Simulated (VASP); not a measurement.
Here is the system:

```xyz
2
Lattice="0.0000 2.8150 2.8150 2.8150 0.0000 2.8150 2.8150 2.8150 0.0000" Properties=species:S:1:pos:R:3 pbc="T T T"
Be     0.0000     0.0000     0.0000
Te     1.4075     1.4075     1.4075
```

Method: LDA (Ceperley-Alder, Perdew-Zunger), VASP's LDA PAW potentials (set 64) (plane waves; VASP). Run with 300 eV cut-off, 8×8×8 Γ-centred mesh, Fermi-Dirac smearing of 0.010 eV, potentials Be Te.

Unless said otherwise, spin-orbit coupling is left out, though it shifts the bands of the heavy elements here.

Task: Give the energies of bands 2 to 7 at the high-symmetry points, in eV from the valence-band maximum.

Result: 
| band | Γ | X | U | L | W |
|---|---|---|---|---|---|
| 2 | 0.00 | -5.08 | -4.72 | -5.54 | -4.53 |
| 3 | 0.00 | -2.65 | -3.90 | -1.13 | -3.72 |
| 4 | 0.00 | -2.65 | -2.24 | -1.13 | -3.23 |
| 5 | 3.58 | 1.87 | 2.63 | 3.05 | 5.18 |
| 6 | 3.58 | 2.65 | 5.20 | 4.55 | 5.46 |
| 7 | 3.58 | 9.60 | 7.82 | 4.55 | 5.48 |

The gap is indirect, 1.87 eV, from the valence maximum at Γ to the conduction minimum at X.

The structure is a typed BeTe crystal (F-43m). The cell was not relaxed at this level.
